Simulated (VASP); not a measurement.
Calculation: PBE GGA with D3 dispersion (zero damping), VASP's PBE PAW potentials (set 64) (plane waves; VASP).

A VASP calculation is set up with these files.

### INCAR
```
SYSTEM  =  C
PREC  =  Accurate; ENCUT  =  520; LREAL  =  .FALSE.
LASPH  =  .TRUE.
EDIFF  =  1E-7; NELM  =  100; ALGO  =  Normal
ISMEAR  =  -5
GGA  =  PE; IVDW  =  11
ISIF  =  2
LWAVE  =  .FALSE.; LCHARG  =  .TRUE.; LORBIT  =  11
NEDOS  =  601
LEFG  =  .TRUE.
```

File POSCAR:
```
C
1
    1.2332833568    -2.1361089369     0.0000000000
    1.2332833568     2.1361089369     0.0000000000
    0.0000000000     0.0000000000     6.9523761046
C
4
Direct
  0.0000000000   0.0000000000   0.2500000000
  0.0000000000   0.0000000000   0.7500000000
  0.3333330000   0.6666670000   0.2500000000
  0.6666670000   0.3333330000   0.7500000000
```

KPOINTS:
```
Automatic mesh
0
Gamma
 11 11 4
0 0 0
```

POTCAR, in this order: C (PBE.64 set). Program: vasp_std.

Output

OSZICAR:
```
       N       E                     dE             d eps       ncg     rms          rms(c)
DAV:   1     0.493199210779E+02    0.49320E+02   -0.82506E+03  1152   0.122E+03
DAV:   2    -0.354263156142E+02   -0.84746E+02   -0.79343E+02  1612   0.232E+02
DAV:   3    -0.391972872009E+02   -0.37710E+01   -0.37416E+01  1456   0.495E+01
DAV:   4    -0.392471537666E+02   -0.49867E-01   -0.49788E-01  1416   0.658E+00
DAV:   5    -0.392483187899E+02   -0.11650E-02   -0.11647E-02  1440   0.964E-01    0.891E+00
DAV:   6    -0.374414546973E+02    0.18069E+01   -0.17758E+00  1336   0.925E+00    0.522E+00
DAV:   7    -0.368623973439E+02    0.57906E+00   -0.20021E+00  1340   0.991E+00    0.140E+00
DAV:   8    -0.368703173310E+02   -0.79200E-02   -0.61000E-02  1324   0.172E+00    0.110E-01
DAV:   9    -0.368702104953E+02    0.10684E-03   -0.12959E-03  1452   0.297E-01    0.596E-02
DAV:  10    -0.368704404037E+02   -0.22991E-03   -0.32854E-04  1352   0.155E-01    0.325E-02
DAV:  11    -0.368704388176E+02    0.15861E-05   -0.36726E-06  1536   0.168E-02    0.317E-03
DAV:  12    -0.368704392260E+02   -0.40842E-06   -0.46676E-07  1404   0.606E-03    0.102E-03
DAV:  13    -0.368704392578E+02   -0.31835E-07   -0.28917E-07  1388   0.434E-03
   1 F= -.37235435E+02 E0= -.37235435E+02  d E =0.000000E+00
```

File OUTCAR:
```
------------------------ aborting loop because EDIFF is reached ----------------------------------------
 Edisp (eV)   -0.36500
  FORCE on cell =-STRESS in cart. coord.  units (eV):
  Direction    XX          YY          ZZ          XY          YZ          ZX
  --------------------------------------------------------------------------------------
  Total       0.02146     0.02146    -0.01784     0.00000     0.00000     0.00000
  in kB       0.93875     0.93875    -0.78050     0.00000     0.00000     0.00000
  external pressure =        0.37 kB  Pullay stress =        0.00 kB
  volume of cell :       36.63
      direct lattice vectors                 reciprocal lattice vectors
     1.233283357 -2.136108937  0.000000000     0.405421834 -0.234070459  0.000000000
     1.233283357  2.136108937  0.000000000     0.405421834  0.234070459  0.000000000
     0.000000000  0.000000000  6.952376105     0.000000000  0.000000000  0.143835717
 POSITION                                       TOTAL-FORCE (eV/Angst)
 -----------------------------------------------------------------------------------
      0.00000      0.00000      1.73809        -0.000000      0.000000      0.000000
      0.00000      0.00000      5.21428         0.000000     -0.000000     -0.000000
      1.23328      0.71204      1.73809        -0.000000     -0.000000     -0.000000
      1.23328     -0.71204      5.21428         0.000000      0.000000      0.000000
 -----------------------------------------------------------------------------------
    total drift:                               -0.000000     -0.000000      0.000000
  FREE ENERGIE OF THE ION-ELECTRON SYSTEM (eV)
  ---------------------------------------------------
  free  energy   TOTEN  =       -37.2354347788 eV

  energy  without entropy=      -37.2354347788  energy(sigma->0) =      -37.23543478

 total charge

# of ion       s       p       d       tot
------------------------------------------
    1        0.863   1.785   0.000   2.648
    2        0.863   1.785   0.000   2.648
    3        0.862   1.787   0.000   2.650
    4        0.862   1.787   0.000   2.650
--------------------------------------------------
tot          3.451   7.144   0.000  10.595

 Electric field gradients after diagonalization (V/A^2)
 (convention: |V_zz| > |V_xx| > |V_yy|)
----------------------------------------------------------------------
 ion       V_xx      V_yy      V_zz     asymmetry (V_yy - V_xx)/ V_zz
----------------------------------------------------------------------
   1     -15.552   -15.550    31.102       0.000
   2     -15.552   -15.550    31.102       0.000
   3     -14.924   -14.922    29.846       0.000
   4     -14.924   -14.922    29.846       0.000
```
(Selected blocks of OUTCAR.)

The compound is C in the graphite structure. It was relaxed first.
